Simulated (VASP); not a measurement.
Calculation: PBE GGA, VASP's PBE PAW potentials (set 64) (plane waves; VASP).

A VASP calculation is set up with these files.

**KPOINTS**
```
kpoints
0
G
  7 7 5
```

INCAR:
```
! general
SYSTEM  =  P
PREC    =  Accurate
ENCUT   =  520   ! plane-wave cut-off (eV)
LREAL   =  F
LASPH   =  T   ! aspherical one-centre terms

! electronic loop
EDIFF   =  1E-7
NELM    =  100   ! most electronic steps
ALGO    =  Normal   ! blocked Davidson

! smearing
ISMEAR  =  0
SIGMA   =  0.05

! functional
GGA     =  PE   ! PBE

! ions
IBRION  =  2   ! conjugate gradients
NSW     =  30   ! most ionic steps
ISIF    =  4   ! ions and shape, fixed volume
EDIFFG  =  -0.01

! output
LWAVE   =  F
LCHARG  =  F
```

POSCAR:
```
P
1
    1.6900048092    -5.6759737372     0.0000000000
    1.6900048092     5.6759737372     0.0000000000
    0.0000000000     0.0000000000     4.6328637909
P
4
Direct
  0.0950820148   0.9049179852   0.9137804338
  0.4049179852   0.5950820148   0.4137804338
  0.5950820148   0.4049179852   0.5862195662
  0.9049179852   0.0950820148   0.0862195662
```

POTCAR, in this order: P (PBE.64 set). Program: vasp_std.

The run wrote:

**OUTCAR**
```
 ion  position               nearest neighbor table
   1  0.095  0.905  0.914-   3 2.27   3 2.27   4 2.30
   2  0.405  0.595  0.414-   4 2.27   4 2.27   3 2.30
   3  0.595  0.405  0.586-   1 2.27   1 2.27   2 2.30
   4  0.905  0.095  0.086-   2 2.27   2 2.27   1 2.30
  LATTYP: Found a base centered orthorhombic cell.
 ALAT       =     3.3800096184
 B/A-ratio  =     3.3585547842
 C/A-ratio  =     1.3706658601
 Subroutine PRICEL returns:
 Original cell was already a primitive cell.
 Subroutine GETGRP returns: Found  8 space group operations
The static configuration has the point symmetry C_2h.
 The point group associated with its full space group is D_2h.
The dynamic configuration has the point symmetry C_2h.
 Subroutine INISYM returns: Found  8 space group operations
 Subroutine IBZKPT returns following result:
 Found     48 irreducible k-points:

 Following reciprocal coordinates:
            Coordinates               Weight
  0.000000  0.000000  0.000000      1.000000
  0.142857 -0.000000  0.000000      4.000000
  0.285714 -0.000000  0.000000      4.000000
  0.428571 -0.000000  0.000000      4.000000
  0.142857  0.142857  0.000000      2.000000
  0.285714  0.142857  0.000000      4.000000
  0.428571  0.142857  0.000000      4.000000
 -0.428571  0.142857  0.000000      4.000000
 -0.285714  0.142857  0.000000      4.000000
 -0.142857  0.142857  0.000000      2.000000
  0.285714  0.285714  0.000000      2.000000
  0.428571  0.285714  0.000000      4.000000
 -0.428571  0.285714  0.000000      4.000000
 -0.285714  0.285714  0.000000      2.000000
  0.428571  0.428571  0.000000      2.000000
 -0.428571  0.428571  0.000000      2.000000
  0.000000  0.000000  0.200000      2.000000
  0.142857 -0.000000  0.200000      8.000000
  0.285714 -0.000000  0.200000      8.000000
...
```

File OSZICAR:
```
...
DAV:   1    -0.214937373948E+02   -0.69895E-02   -0.87969E-01  1452   0.545E+00    0.614E-01
DAV:   2    -0.214956130074E+02   -0.18756E-02   -0.59343E-02  1830   0.167E+00    0.218E-01
DAV:   3    -0.214948944587E+02    0.71855E-03   -0.27236E-03  1724   0.356E-01    0.112E-01
DAV:   4    -0.214947399797E+02    0.15448E-03   -0.76912E-04  1786   0.161E-01    0.328E-02
DAV:   5    -0.214947470314E+02   -0.70517E-05   -0.66923E-05  1720   0.572E-02    0.190E-02
DAV:   6    -0.214947485336E+02   -0.15023E-05   -0.50628E-06  1884   0.151E-02    0.102E-02
DAV:   7    -0.214947488848E+02   -0.35116E-06   -0.12297E-06  1586   0.721E-03    0.183E-03
DAV:   8    -0.214947489233E+02   -0.38466E-07   -0.18704E-07  1066   0.318E-03
   4 F= -.21494749E+02 E0= -.21494749E+02  d E =-.800092E-02
       N       E                     dE             d eps       ncg     rms          rms(c)
DAV:   1    -0.214951978903E+02   -0.44901E-03   -0.32745E-02  1428   0.105E+00    0.114E-01
DAV:   2    -0.214952736366E+02   -0.75746E-04   -0.22328E-03  1830   0.324E-01    0.421E-02
DAV:   3    -0.214952462274E+02    0.27409E-04   -0.10022E-04  1702   0.683E-02    0.216E-02
DAV:   4    -0.214952404203E+02    0.58071E-05   -0.28005E-05  1774   0.308E-02    0.617E-03
DAV:   5    -0.214952406713E+02   -0.25107E-06   -0.23582E-06  1702   0.107E-02    0.373E-03
DAV:   6    -0.214952407425E+02   -0.71174E-07   -0.16040E-07  1092   0.290E-03
   5 F= -.21495241E+02 E0= -.21495241E+02  d E =-.849274E-02
       N       E                     dE             d eps       ncg     rms          rms(c)
DAV:   1    -0.215007946145E+02   -0.55539E-02   -0.18576E-01  1344   0.249E+00    0.357E-01
DAV:   2    -0.214981683652E+02    0.26262E-02   -0.90345E-03  1734   0.668E-01    0.150E-01
DAV:   3    -0.214968817029E+02    0.12867E-02   -0.28076E-03  1608   0.311E-01    0.654E-02
DAV:   4    -0.214968021013E+02    0.79602E-04   -0.53852E-04  1818   0.142E-01    0.204E-02
DAV:   5    -0.214968015113E+02    0.58997E-06   -0.27216E-05  1836   0.364E-02    0.129E-02
DAV:   6    -0.214968029929E+02   -0.14816E-05   -0.32810E-06  1824   0.119E-02    0.511E-03
DAV:   7    -0.214968034077E+02   -0.41475E-06   -0.11749E-06  1548   0.712E-03    0.156E-03
DAV:   8    -0.214968034089E+02   -0.12733E-08   -0.22945E-07  1074   0.349E-03
   6 F= -.21496803E+02 E0= -.21496803E+02  d E =-.156267E-02
       N       E                     dE             d eps       ncg     rms          rms(c)
DAV:   1    -0.214968121190E+02   -0.87114E-05   -0.46712E-04  1374   0.125E-01    0.179E-02
DAV:   2    -0.214968056811E+02    0.64379E-05   -0.22475E-05  1740   0.333E-02    0.753E-03
DAV:   3    -0.214968024938E+02    0.31873E-05   -0.71168E-06  1596   0.157E-02    0.321E-03
DAV:   4    -0.214968022646E+02    0.22917E-06   -0.13403E-06  1788   0.711E-03    0.105E-03
DAV:   5    -0.214968022365E+02    0.28137E-07   -0.55816E-08   810   0.180E-03
   7 F= -.21496802E+02 E0= -.21496802E+02  d E =-.156149E-02
       N       E                     dE             d eps       ncg     rms          rms(c)
DAV:   1    -0.214980236210E+02   -0.12214E-02   -0.56372E-02  1344   0.126E+00    0.110E-01
DAV:   2    -0.214978686210E+02    0.15500E-03   -0.23982E-03  1746   0.366E-01    0.588E-02
DAV:   3    -0.214977142320E+02    0.15439E-03   -0.34559E-04  1644   0.108E-01    0.204E-02
DAV:   4    -0.214977111325E+02    0.30995E-05   -0.48421E-05  1728   0.460E-02    0.104E-02
DAV:   5    -0.214977116515E+02   -0.51899E-06   -0.46305E-06  1768   0.140E-02    0.510E-03
DAV:   6    -0.214977119278E+02   -0.27634E-06   -0.84667E-07  1586   0.619E-03    0.155E-03
DAV:   7    -0.214977119543E+02   -0.26504E-07   -0.14926E-07   894   0.278E-03
   8 F= -.21497712E+02 E0= -.21497712E+02  d E =-.909718E-03
       N       E                     dE             d eps       ncg     rms          rms(c)
DAV:   1    -0.215012297827E+02   -0.35179E-02   -0.37748E-01  1344   0.326E+00    0.285E-01
DAV:   2    -0.215001696528E+02    0.10601E-02   -0.16043E-02  1758   0.946E-01    0.152E-01
DAV:   3    -0.214991115512E+02    0.10581E-02   -0.23597E-03  1632   0.280E-01    0.522E-02
DAV:   4    -0.214990921081E+02    0.19443E-04   -0.32395E-04  1740   0.119E-01    0.268E-02
DAV:   5    -0.214990963658E+02   -0.42577E-05   -0.31330E-05  1742   0.364E-02    0.132E-02
DAV:   6    -0.214990990547E+02   -0.26889E-05   -0.58201E-06  1636   0.162E-02    0.406E-03
DAV:   7    -0.214990994991E+02   -0.44434E-06   -0.10944E-06  1620   0.733E-03    0.315E-03
DAV:   8    -0.214990995372E+02   -0.38173E-07   -0.13867E-07  1014   0.260E-03
   9 F= -.21499100E+02 E0= -.21499100E+02  d E =-.229730E-02
       N       E                     dE             d eps       ncg     rms          rms(c)
DAV:   1    -0.215067946657E+02   -0.76952E-02   -0.15260E+00  1344   0.656E+00    0.572E-01
DAV:   2    -0.215023388343E+02    0.44558E-02   -0.64814E-02  1758   0.190E+00    0.307E-01
DAV:   3    -0.214978863105E+02    0.44525E-02   -0.98957E-03  1602   0.569E-01    0.103E-01
DAV:   4    -0.214978111172E+02    0.75193E-04   -0.13135E-03  1778   0.241E-01    0.538E-02
DAV:   5    -0.214978292325E+02   -0.18115E-04   -0.12824E-04  1704   0.736E-02    0.269E-02
DAV:   6    -0.214978420345E+02   -0.12802E-04   -0.24193E-05  1652   0.333E-02    0.837E-03
DAV:   7    -0.214978444098E+02   -0.23753E-05   -0.46318E-06  1560   0.151E-02    0.644E-03
DAV:   8    -0.214978446369E+02   -0.22708E-06   -0.69912E-07  1692   0.554E-03    0.142E-03
DAV:   9    -0.214978446890E+02   -0.52091E-07   -0.11194E-07   870   0.262E-03
  10 F= -.21497845E+02 E0= -.21497845E+02  d E =-.104245E-02
       N       E                     dE             d eps       ncg     rms          rms(c)
DAV:   1    -0.215042223219E+02   -0.63777E-02   -0.81530E-01  1344   0.478E+00    0.417E-01
DAV:   2    -0.215016049190E+02    0.26174E-02   -0.34466E-02  1728   0.139E+00    0.225E-01
DAV:   3    -0.214992871613E+02    0.23178E-02   -0.54498E-03  1620   0.424E-01    0.770E-02
DAV:   4    -0.214992582613E+02    0.28900E-04   -0.70525E-04  1746   0.178E-01    0.411E-02
DAV:   5    -0.214992687549E+02   -0.10494E-04   -0.74283E-05  1712   0.552E-02    0.198E-02
DAV:   6    -0.214992765688E+02   -0.78139E-05   -0.14649E-05  1584   0.253E-02    0.532E-03
DAV:   7    -0.214992780789E+02   -0.15101E-05   -0.35464E-06  1560   0.130E-02    0.482E-03
DAV:   8    -0.214992783050E+02   -0.22613E-06   -0.38431E-07  1596   0.419E-03    0.791E-04
DAV:   9    -0.214992783215E+02   -0.16529E-07   -0.31685E-08   810   0.144E-03
  11 F= -.21499278E+02 E0= -.21499278E+02  d E =-.247609E-02
       N       E                     dE             d eps       ncg     rms          rms(c)
DAV:   1    -0.214992155804E+02    0.62725E-04   -0.62872E-03  1638   0.484E-01    0.591E-02
DAV:   2    -0.214992482718E+02   -0.32691E-04   -0.40334E-04  1820   0.133E-01    0.153E-02
DAV:   3    -0.214992444667E+02    0.38051E-05   -0.96136E-06  1722   0.235E-02    0.106E-02
DAV:   4    -0.214992425968E+02    0.18699E-05   -0.51647E-06  1698   0.149E-02    0.206E-03
DAV:   5    -0.214992426969E+02   -0.10005E-06   -0.82675E-07  1646   0.638E-03    0.227E-03
DAV:   6    -0.214992426826E+02    0.14244E-07   -0.24647E-08   870   0.116E-03
  12 F= -.21499243E+02 E0= -.21499243E+02  d E =0.356389E-04
       N       E                     dE             d eps       ncg     rms          rms(c)
DAV:   1    -0.214992812772E+02   -0.38580E-04   -0.25931E-03  1638   0.311E-01    0.381E-02
DAV:   2    -0.214992959675E+02   -0.14690E-04   -0.16626E-04  1826   0.855E-02    0.975E-03
DAV:   3    -0.214992949555E+02    0.10120E-05   -0.39525E-06  1716   0.151E-02    0.668E-03
DAV:   4    -0.214992947457E+02    0.20986E-06   -0.21108E-06  1692   0.952E-03    0.132E-03
DAV:   5    -0.214992947287E+02    0.16939E-07   -0.33516E-07  1416   0.407E-03
  13 F= -.21499295E+02 E0= -.21499295E+02  d E =-.164072E-04
```

File OUTCAR:
```
------------------------ aborting loop because EDIFF is reached ----------------------------------------
  FORCE on cell =-STRESS in cart. coord.  units (eV):
  Direction    XX          YY          ZZ          XY          YZ          ZX
  --------------------------------------------------------------------------------------
  Total       -0.1139501     -0.1074998     -0.1192679      0.0000000     -0.0000000      0.0000000
  in kB       -2.0540810     -1.9378060     -2.1499406      0.0000000     -0.0000000      0.0000000
  external PRESSURE =      -2.0472758 kB  Pullay stress =       0.0000000 kB
  volume of cell :       88.88
      direct lattice vectors                 reciprocal lattice vectors
     1.654730596 -5.837216196 -0.000000000     0.302163990 -0.085657269  0.000000000
     1.654730596  5.837216196  0.000000000     0.302163990  0.085657269 -0.000000000
     0.000000000  0.000000000  4.600920972     0.000000000 -0.000000000  0.217347789
 POSITION                                       TOTAL-FORCE (eV/Angst)
 -----------------------------------------------------------------------------------
      1.65473      4.78366      4.19480         0.000000     -0.005415      0.000471
      1.65473      1.05356      1.89434         0.000000      0.005415      0.000471
      1.65473     -1.05356      2.70658         0.000000     -0.005415     -0.000471
      1.65473     -4.78366      0.40612         0.000000      0.005415     -0.000471
 -----------------------------------------------------------------------------------
    total drift:                                0.000000      0.000000      0.000000
  FREE ENERGIE OF THE ION-ELECTRON SYSTEM (eV)
  ---------------------------------------------------
  free  energy   TOTEN  =       -21.4992947287 eV

  energy  without entropy=      -21.4992947287  energy(sigma->0) =      -21.49929473

 reached required accuracy - stopping structural energy minimisation
```
(Selected blocks of OUTCAR.)

**CONTCAR**
```
P
   1.00000000000000
     1.6547305964469137   -5.8372161959735944   -0.0000000000000000
     1.6547305964469137    5.8372161959735944    0.0000000000000000
     0.0000000000000000    0.0000000000000000    4.6009209719585433
  P
     4
Direct
     0.0902446986202281    0.9097553013797717    0.9117300492342474
     0.4097553013797718    0.5902446986202283    0.4117300492342473
     0.5902446986202283    0.4097553013797718    0.5882699507657526
     0.9097553013797717    0.0902446986202281    0.0882699507657527
```

Without a dispersion term in the relaxation, distances and binding between the weakly bound layers, chains or molecules are unreliable, and so is what depends on them.

The compound is P in the black structure. This cell is one point of a volume scan, at 1.06 of the reference volume. Symmetry was kept, so distortions that lower it aren't found.
